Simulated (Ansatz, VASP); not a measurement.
# Cross-check of Cs2AgBiF6 between VASP and Ansatz, part 2 of 2

Aim: how closely do two programs agree when they are given the same cell, functional and k mesh? The cell is taken from a series of runs on this material, whose earlier steps may have relaxed, scaled, displaced or heated it; both programs get it as it stands.

VASP 6.6.1 and Ansatz 0.2.0.

So far: The starting structure; Ansatz: single point, HSE06.

### Step 3. VASP: single point, HSE06

Level of this step: HSE06; plane waves and PAW (Cs_sv, Ag, Bi_d, F) (VASP).

The same cell, functional and mesh now go to VASP, with its own data sets.

Lines of VASP's logs that name or quote its potential files are left out, and so is its time.

The run reads the wave functions of an earlier VASP run, which isn't shown here.

INCAR

```
SYSTEM = Cs2AgBiF6
PREC = Accurate
ENCUT = 520
EDIFF = 1E-06
NELM = 100
ISMEAR = 0
SIGMA = 0.01
LREAL = .FALSE.
ALGO = Normal
LHFCALC = .TRUE.
AEXX = 0.25
GGA = PE
HFSCREEN = 0.208
LASPH = .TRUE.
NBANDS = 53
PRECFOCK = Fast
LORBIT = 11
LWAVE = .FALSE.
LCHARG = .FALSE.
ISIF = 2
```

POSCAR

```
Cs2AgBiF6
1.0
    0.0000000000      4.6740694725      4.6740694725
    4.6740694725      0.0000000000      4.6740694725
    4.6740694725      4.6740694725      0.0000000000
Cs Ag Bi F
2 1 1 6
Direct
    0.7500000000      0.7500000000      0.7500000000
    0.2500000000      0.2500000000      0.2500000000
    0.5000000000      0.5000000000      0.5000000000
    0.0000000000      0.0000000000      0.0000000000
    0.7581260763      0.2418739237      0.2418739237
    0.2418739237      0.2418739237      0.7581260763
    0.2418739237      0.7581260763      0.7581260763
    0.2418739237      0.7581260763      0.2418739237
    0.7581260763      0.2418739237      0.7581260763
    0.7581260763      0.7581260763      0.2418739237
```

KPOINTS

```
Automatic mesh
0
Gamma
2 2 2
0 0 0
```

Potentials, in the order of the species: Cs_sv, Ag, Bi_d and F (PBE family, release 64).

Started as:

```console
export OMP_NUM_THREADS=3
mpirun -np 1 vasp_std
```

Numbers of over 12 decimals in the logs are rounded to 6 here.

Output:

```text
[banner, memory and clock lines left out]
running    1 mpi-ranks, on    1 nodes
 distrk:  each k-point on    1 cores,    1 groups
 distr:  one band on    1 cores,    1 groups
 Offloading initialized ...    1 GPUs detected
 POSCAR found type information on POSCAR CsAgBiF
 POSCAR found :  4 types and      10 ions
 LDA part: xc-table for (Slater+PW92), standard interpolation
 found WAVECAR, reading the header
 POSCAR, INCAR and KPOINTS ok, starting setup
 FFT: planning ... GRIDC
 FFT: planning ... GRID_SOFT
 FFT: planning ... GRID
 reading WAVECAR
 the WAVECAR file was read successfully
 initial charge from wavefunction
 entering main loop
       N       E                     dE             d eps       ncg     rms          rms(c)
DAV:   1    -0.524866506724E+02   -0.52487E+02   -0.22665E+00   350   0.105E+01    0.199E+00
DAV:   2    -0.524729022895E+02    0.13748E-01   -0.24156E-01   394   0.293E+00    0.115E+00
DAV:   3    -0.524630541500E+02    0.98481E-02   -0.61569E-02   447   0.152E+00    0.755E-01
DAV:   4    -0.524628549404E+02    0.19921E-03   -0.79503E-03   436   0.443E-01    0.485E-01
DAV:   5    -0.524620710945E+02    0.78385E-03   -0.11470E-03   356   0.231E-01    0.274E-01
DAV:   6    -0.524619055513E+02    0.16554E-03   -0.23560E-04   364   0.954E-02    0.157E-01
DAV:   7    -0.524618397490E+02    0.65802E-04   -0.28663E-05   452   0.452E-02    0.935E-02
DAV:   8    -0.524618227477E+02    0.17001E-04   -0.20847E-05   428   0.285E-02    0.564E-02
DAV:   9    -0.524618197859E+02    0.29618E-05   -0.49252E-06   356   0.144E-02    0.339E-02
DAV:  10    -0.524618198448E+02   -0.58878E-07   -0.13743E-06   244   0.869E-03
   1 F= -.52461820E+02 E0= -.52461820E+02  d E =-.636955E-17
```

OUTCAR, selected parts (step 3):

```text
ion  position               nearest neighbor table
   1  0.750  0.750  0.750-
   2  0.250  0.250  0.250-
   3  0.500  0.500  0.500-   5 2.41   6 2.41   7 2.41   8 2.41   9 2.41  10 2.41
   4  0.000  0.000  0.000-   5 2.26   6 2.26   7 2.26   8 2.26   9 2.26  10 2.26
   5  0.758  0.242  0.242-   4 2.26   3 2.41
   6  0.242  0.242  0.758-   4 2.26   3 2.41
   7  0.242  0.758  0.758-   4 2.26   3 2.41
   8  0.242  0.758  0.242-   4 2.26   3 2.41
   9  0.758  0.242  0.758-   4 2.26   3 2.41
  10  0.758  0.758  0.242-   4 2.26   3 2.41

  LATTYP: Found a face centered cubic cell.
 ALAT       =     9.3481389450

 Subroutine GETGRP returns: Found 48 space group operations
 (whereof 48 operations were pure point group operations)

The static configuration has the point symmetry O_h .

 Found      3 irreducible k-points:

   k-points           NKPTS =      3   k-points in BZ     NKDIM =      8   number of bands    NBANDS=     53

   dimension x,y,z NGX =    50 NGY =   50 NGZ =   50
   dimension x,y,z NGXF=   100 NGYF=  100 NGZF=  100

   ENCUT  =  520.0 eV  38.22 Ry    6.18 a.u.  12.29 12.29 12.29*2*pi/ulx,y,z

   NELECT =      86.0000    total number of electrons

 k-points in reciprocal lattice and weights: Automatic mesh
   0.00000000  0.00000000  0.00000000       0.125
   0.50000000  0.00000000  0.00000000       0.500
   0.50000000  0.50000000  0.00000000       0.375

  exchange ACFDT corr.  =         0.00000000  see jH, gK, PRB 81, 115126

 average (electrostatic) potential at core
       1 -43.5521       2 -43.5521       3 -67.8399       4-103.1247       5 -69.5652
       6 -69.5652       7 -69.5652       8 -69.5652       9 -69.5652      10 -69.5652

 E-fermi :   0.9592

 k-point     1 :       0.0000    0.0000    0.0000
  band No.  band energies     occupation
    ...
     39      -0.7627      2.00000
     40      -0.7627      2.00000
     41      -0.7627      2.00000
     42       0.1258      2.00000
     43       0.1258      2.00000
     44       5.7523      0.00000
     45       5.7523      0.00000
     46       5.7523      0.00000
     47       6.2975      0.00000
     48       7.5044      0.00000
    ...

 k-point     2 :       0.5000    0.0000    0.0000
  band No.  band energies     occupation
    ...
     39      -0.7520      2.00000
     40      -0.7413      2.00000
     41      -0.7413      2.00000
     42      -0.1738      2.00000
     43      -0.1738      2.00000
     44       5.1591      0.00000
     45       6.6566      0.00000
     46       6.6567      0.00000
     47       8.3803      0.00000
     48       8.5798      0.00000
    ...

 k-point     3 :       0.5000    0.5000    0.0000
  band No.  band energies     occupation
    ...
     39      -0.7608      2.00000
     40      -0.7018      2.00000
     41      -0.7018      2.00000
     42       0.1279      2.00000
     43       0.9014      2.00000
     44       6.1493      0.00000
     45       6.6326      0.00000
     46       6.6326      0.00000
     47       6.8209      0.00000
     48       8.2281      0.00000
    ...

  Total        1.3276182      1.3276182      1.3276182      0.0000000      0.0000000     -0.0000000
  in kB       10.4152165     10.4152165     10.4152165      0.0000000      0.0000000     -0.0000000
  external PRESSURE =      10.4152165 kB  Pullay stress =       0.0000000 kB

  energy-cutoff  :      520.00
  volume of cell :      204.23
      direct lattice vectors                 reciprocal lattice vectors
     0.000000000  4.674069473  4.674069473    -0.106973164  0.106973164  0.106973164
     4.674069473  0.000000000  4.674069473     0.106973164 -0.106973164  0.106973164
     4.674069473  4.674069473  0.000000000     0.106973164  0.106973164 -0.106973164

 POSITION                                       TOTAL-FORCE (eV/Angst)
 -----------------------------------------------------------------------------------
      7.01110      7.01110      7.01110         0.000000     -0.000000      0.000000
      2.33703      2.33703      2.33703        -0.000000     -0.000000      0.000000
      4.67407      4.67407      4.67407         0.000000     -0.000000      0.000000
      0.00000      0.00000      0.00000         0.000000     -0.000000      0.000000
      2.26107      4.67407      4.67407        -0.233785     -0.000000      0.000000
      4.67407      4.67407      2.26107         0.000000     -0.000000     -0.233785
      7.08707      4.67407      4.67407         0.233785     -0.000000      0.000000
      4.67407      2.26107      4.67407         0.000000     -0.233785      0.000000
      4.67407      7.08707      4.67407         0.000000      0.233785      0.000000
      4.67407      4.67407      7.08707         0.000000     -0.000000      0.233785
 -----------------------------------------------------------------------------------
    total drift:                               -0.000077      0.000065     -0.000010

  FREE ENERGIE OF THE ION-ELECTRON SYSTEM (eV)
  ---------------------------------------------------
  free  energy   TOTEN  =       -52.4618198448 eV

  energy  without entropy=      -52.4618198448  energy(sigma->0) =      -52.46181984

 total charge
# of ion       s       p       d       tot
------------------------------------------
    1        2.138   4.753   0.015   6.906
    2        2.138   4.753   0.015   6.906
    3        0.118   0.104   9.498   9.719
    4        1.760   0.673  10.052  12.485
    5        1.748   4.364   0.000   6.111
    6        1.748   4.364   0.000   6.111
    7        1.748   4.364   0.000   6.111
    8        1.748   4.364   0.000   6.111
    9        1.748   4.364   0.000   6.111
   10        1.748   4.364   0.000   6.111
--------------------------------------------------
tot         16.640  36.464  19.579  72.683
```

The gap is read on the k-mesh alone, so it is an upper bound where the band edges lie off the mesh.

### Step 4. Comparison

Known differences besides the potentials themselves: exact exchange at q = 0 is treated differently, which shows on coarse meshes; VASP keeps PBE cores, Ansatz makes them for the functional; fixed occupations in Ansatz, narrow Gaussian smearing in VASP; the data sets hold 94 valence electrons in Ansatz (on its PAW soft_1 files) and 86 in VASP; the cutoff is 420 eV in Ansatz and 520 eV in VASP; VASP takes a coarser grid for exact exchange (PRECFOCK = Fast). Total energies have different zeros and are not compared.

The two programs side by side:

```tsv
quantity	Ansatz	VASP	difference
gap on the k mesh (eV)	4.291	4.258	+0.033
```

A gap on the mesh is an upper bound, since the band edges may lie between its points; neither run holds spin-orbit coupling, which can move the band edges of a compound of Bi.

### Step 5. Summary of results

| Quantity | Value |
| --- | --- |
| difference in gap on the k mesh (single point, HSE06) | 0.033 eV |

**Reading.** The difference in gap on the k mesh is 0.033 eV (single point, HSE06), within the 0.08 eV picked in this series as the mark of a large difference. The data sets hold unlike numbers of valence electrons (94 in Ansatz and 86 in VASP), so part of the differences comes from the potentials. Such differences can come from data sets, numerical settings and the points named under the comparisons, not from the functional's error against experiment.

[Lines on the potential files, build, host, timing and source positions are cut from VASP's logs without a mark.]

[Logs are printed without paths, hosts, clocks, repeated set-up lines and the standing remarks that a program may print on its own settings, such as how far it seeks lower states.]

[Hosts, paths, dates, database ids (printed as entryN), source tags and the programs' standing remarks are cut or masked in the printed files.]
